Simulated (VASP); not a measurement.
# Al (Fm-3m) in VASP: elastic constants with PBEsol

Aim: the elastic constants of Al with PBEsol.

All numbers are computed with VASP 6.6.1; they aren't measurements. Logs are shortened: lines on timing, memory, paths and dates and some standing lists are left out, and cuts for length are marked.

## (1) The structure

Symmetry: Fm-3m, No. 225, cubic system. Conventional cell: a = 4.016 Å, b = 4.016 Å, c = 4.016 Å, α = 90.00°, β = 90.00°, γ = 90.00°. Around Al (site symmetry m-3m) lie 12 Al at 2.84 Å.

## (2) Elastic constants, PBEsol

Contents of POSCAR:

```
Al
1.0
    0.0000000000      2.0078218401      2.0078218401
    2.0078218401      0.0000000000      2.0078218401
    2.0078218401      2.0078218401      0.0000000000
  Al
     1
Direct
     0.0000000000000000    0.0000000000000000    0.0000000000000000
```

Contents of INCAR.step1:

```
SYSTEM = Al
PREC = Accurate
ENCUT = 600
EDIFF = 1E-8
ISMEAR = 1
SIGMA = 0.1
LREAL = .False.
LASPH = .True.
NELM = 80
ALGO = Fast
ISIF = 3
LWAVE = .False.
LCHARG = .False.
GGA = PS
IBRION = 2
NSW = 40
EDIFFG = -0.002
```

Contents of INCAR.step2:

```
SYSTEM = Al
PREC = Accurate
ENCUT = 600
EDIFF = 1E-8
ISMEAR = 1
SIGMA = 0.1
LREAL = .False.
LASPH = .True.
NELM = 80
ALGO = Fast
ISIF = 3
LWAVE = .False.
LCHARG = .False.
GGA = PS
IBRION = 6
NFREE = 2
POTIM = 0.015
NSW = 1
```

Contents of KPOINTS:

```
Automatic mesh
0
Gamma
  16 16 16
  0 0 0
```

Potentials or basis: VASP PAW PBE potentials, release 64 (Al).

Launch:

```sh
> cat potpaw_PBE.64/Al/POTCAR > POTCAR
> cp INCAR.step1 INCAR
> mpirun -np 1 vasp_std > vasp.out
> cp CONTCAR POSCAR
> cp INCAR.step2 INCAR
> mpirun -np 1 vasp_std > vasp.out
```

OUTCAR:

```text
SYSTEM = Al
   PREC = Accurate
   ENCUT = 600
   EDIFF = 1E-8
   ISMEAR = 1
   LREAL = .False.
   LASPH = .True.
   NELM = 80
   ISIF = 3
   GGA = PS
   IBRION = 6
   NFREE = 2
   POTIM = 0.015
   NSW = 1

 ion  position               nearest neighbor table
   1  0.000  0.000  0.000-

  LATTYP: Found a face centered cubic cell.
 ALAT       =     4.0156436802

  Lattice vectors:

 A1 = (   0.0000000000,   2.0078218401,   2.0078218401)
 A2 = (   2.0078218401,   0.0000000000,   2.0078218401)
 A3 = (   2.0078218401,   2.0078218401,   0.0000000000)

Analysis of symmetry for initial positions (statically):
=====================================================================
 Subroutine PRICEL returns:
 Original cell was already a primitive cell.

 Routine SETGRP: Setting up the symmetry group for a
 face centered cubic supercell.

 Subroutine GETGRP returns: Found 48 space group operations
 (whereof 48 operations were pure point group operations)
 out of a pool of 48 trial point group operations.

The static configuration has the point symmetry O_h .

Analysis of symmetry for dynamics (positions and initial velocities):
=====================================================================
 Subroutine PRICEL returns:
 Original cell was already a primitive cell.

 Routine SETGRP: Setting up the symmetry group for a
 face centered cubic supercell.

 Subroutine GETGRP returns: Found 48 space group operations
 (whereof 48 operations were pure point group operations)
 out of a pool of 48 trial point group operations.

The dynamic configuration has the point symmetry O_h .

 Subroutine INISYM returns: Found 48 space group operations
 (whereof 48 operations are pure point group operations),
 and found     1 'primitive' translations

----------------------------------------------------------------------------------------

                                     Primitive cell

  volume of cell :      16.1885

[... 322 lines left out ...]

  energy without entropy =       -4.09824684  energy(sigma->0) =       -4.09802198

 E-fermi :   8.1828     XC(G=0): -10.3266

 val. band max:        8.1451676151   @ k =  -0.2500   0.3125   0.1250
 cond. band min:       8.2673083436   @ k =   0.4375   0.4375   0.0000
 fundamental gap:      0.1221407285
 Fermi energy:         8.1827935125

 k-point     1 :       0.0000    0.0000    0.0000
  band No.  band energies     occupation
      1      -3.1126      2.00000
      2      20.8500      0.00000
      3      20.8501      0.00000
      4      20.8503      0.00000
      5      22.4868      0.00000
[... 177 lines left out ...]
 k-point    24 :      -0.0625    0.0625    0.0000
  band No.  band energies     occupation
      1      -2.8261      2.00000
      2      17.9920      0.00000
      3      18.7663      0.00000
      4      21.1289      0.00000
      5      22.6673      0.00000

 [... further k-points ...]
[... 5 lines left out ...]
  --------------------------------------------------------------------------------------
  -------------------------------------------------------------------------------------
  Total        0.0003151      0.0003151      0.0003151     -0.0000000      0.0000000      0.0000000
  in kB        0.0311899      0.0311899      0.0311899     -0.0000000      0.0000000      0.0000000
  external PRESSURE =       0.0311899 kB  Pullay stress =       0.0000000 kB
[... 16 lines left out ...]
  FREE ENERGIE OF THE ION-ELECTRON SYSTEM (eV)
  ---------------------------------------------------
  free  energy   TOTEN  =        -4.0979095528 eV

  energy  without entropy=       -4.0982468398  energy(sigma->0) =       -4.09802198

 INTERNAL STRAIN TENSORS FROM STRAINED CELLS
 ============================================

 INTERNAL STRAIN TENSOR FOR ION    1 for displacements in x,y,z  (eV/Angst):
          X           Y           Z          XY          YZ          ZX
  --------------------------------------------------------------------------------
  x     0.00000     0.00000    -0.00000    -0.00000     0.00000    -0.00000
  y    -0.00000     0.00000     0.00000     0.00000    -0.00000     0.00000
  z     0.00000     0.00000     0.00000     0.00000    -0.00000     0.00000

 INTERNAL STRAIN TENSORS FROM DISPLACED ATOMS
 ============================================

 INTERNAL STRAIN TENSOR FOR ION    1 for displacements in x,y,z  (eV/Angst):
          X           Y           Z          XY          YZ          ZX
  --------------------------------------------------------------------------------
  x     0.00000     0.00000     0.00000     0.00000     0.00000     0.00000
  y     0.00000     0.00000     0.00000     0.00000     0.00000     0.00000
  z     0.00000     0.00000     0.00000     0.00000     0.00000     0.00000

 Eigenvectors and eigenvalues of the dynamical matrix
 ----------------------------------------------------

   1 f/i=    0.000000 THz     0.000000 2PiTHz    0.000000 cm-1     0.000000 meV
             X         Y         Z           dx          dy          dz
      0.000000  0.000000  0.000000     0.613941    0.789352    0.000000

   2 f/i=    0.000000 THz     0.000000 2PiTHz    0.000000 cm-1     0.000000 meV
             X         Y         Z           dx          dy          dz
      0.000000  0.000000  0.000000     0.789352   -0.613941    0.000000

   3 f/i=    0.000000 THz     0.000000 2PiTHz    0.000000 cm-1     0.000000 meV
             X         Y         Z           dx          dy          dz
      0.000000  0.000000  0.000000     0.000000    0.000000    1.000000

--------------------------------------------------------------------------------------------------------

 ELASTIC MODULI CONTR FROM IONIC RELAXATION (kBar)
 Direction    XX          YY          ZZ          XY          YZ          ZX
 --------------------------------------------------------------------------------
 XX           0.0000      0.0000      0.0000      0.0000      0.0000      0.0000
 YY           0.0000      0.0000      0.0000      0.0000      0.0000      0.0000
 ZZ           0.0000      0.0000      0.0000      0.0000      0.0000      0.0000
 XY           0.0000      0.0000      0.0000      0.0000      0.0000      0.0000
 YZ           0.0000      0.0000      0.0000      0.0000      0.0000      0.0000
 ZX           0.0000      0.0000      0.0000      0.0000      0.0000      0.0000
 --------------------------------------------------------------------------------

 TOTAL ELASTIC MODULI (kBar)
 Direction    XX          YY          ZZ          XY          YZ          ZX
 --------------------------------------------------------------------------------
 XX        1809.1925    300.2274    300.2274      0.0000     -0.0000      0.0000
 YY         300.2274   1809.1925    300.2274     -0.0000     -0.0000      0.0000
 ZZ         300.2274    300.2274   1809.1925      0.0000     -0.0000     -0.0000
 XY           0.0000     -0.0000      0.0000    484.6019      0.0000      0.0000
 YZ          -0.0000     -0.0000     -0.0000      0.0000    484.6019      0.0000
 ZX           0.0000      0.0000     -0.0000      0.0000      0.0000    484.6019
 --------------------------------------------------------------------------------
```

OSZICAR.step1:

```text
N       E                     dE             d eps       ncg     rms          rms(c)
DAV:   1    -0.180348039518E+01   -0.18035E+01   -0.95741E+02  1500   0.384E+02
DAV:   2    -0.410703729885E+01   -0.23036E+01   -0.21077E+01  1840   0.331E+01
DAV:   3    -0.412658993272E+01   -0.19553E-01   -0.19543E-01  1915   0.362E+00
DAV:   4    -0.412665740435E+01   -0.67472E-04   -0.67471E-04  1985   0.209E-01
DAV:   5    -0.412665777522E+01   -0.37087E-06   -0.37099E-06  1930   0.129E-02    0.142E+00
RMM:   6    -0.410950848488E+01    0.17149E-01   -0.16697E-03  1450   0.303E-01    0.823E-01
RMM:   7    -0.409789692237E+01    0.11612E-01   -0.48863E-03  1450   0.511E-01    0.138E-01
RMM:   8    -0.409790717689E+01   -0.10255E-04   -0.20386E-04  1450   0.139E-01    0.307E-02
RMM:   9    -0.409791056709E+01   -0.33902E-05   -0.34677E-05  1450   0.592E-02    0.150E-02
RMM:  10    -0.409791005447E+01    0.51262E-06   -0.68269E-06  1450   0.258E-02    0.163E-02
RMM:  11    -0.409790965630E+01    0.39818E-06   -0.13822E-06  1450   0.106E-02    0.721E-03
RMM:  12    -0.409790951600E+01    0.14029E-06   -0.38536E-07  1445   0.599E-03    0.427E-04
RMM:  13    -0.409790955577E+01   -0.39769E-07   -0.83768E-08  1430   0.254E-03    0.905E-04
RMM:  14    -0.409790958645E+01   -0.30678E-07   -0.26560E-08  1338   0.160E-03    0.118E-03
RMM:  15    -0.409790955206E+01    0.34392E-07   -0.59943E-09  1106   0.661E-04    0.419E-04
RMM:  16    -0.409790956222E+01   -0.10163E-07   -0.18769E-09   977   0.454E-04    0.307E-04
RMM:  17    -0.409790955873E+01    0.34952E-08   -0.65395E-10   923   0.251E-04
   1 F= -.40979096E+01 E0= -.40980220E+01  d E =-.409791E+01
```

Run time: 7.9 min. Hardware: 1 thread of AMD EPYC 7R13 (Zen 3), shared host; peak memory 0.29 GiB.

What came out:

```yaml
Elastic_constants_C11_C12_C44: 181, 30, 48 GPa
Voigt_bulk_modulus: 80 GPa
```

Elastic tensor in Voigt notation (GPa, in the Cartesian axes of the cell as first typed):
```
181  30  30   0   0   0
 30 181  30   0   0   0
 30  30 181   0   0   0
  0   0   0  48   0   0
  0   0   0   0  48   0
  0   0   0   0   0  48
```

Clamped-ion elastic tensor (GPa):
```
181  30  30   0   0   0
 30 181  30   0   0   0
 30  30 181   0   0   0
  0   0   0  48   0   0
  0   0   0   0  48   0
  0   0   0   0   0  48
```

Caveat: the PAW data sets were made with another functional, which shifts forces and pressure a little.
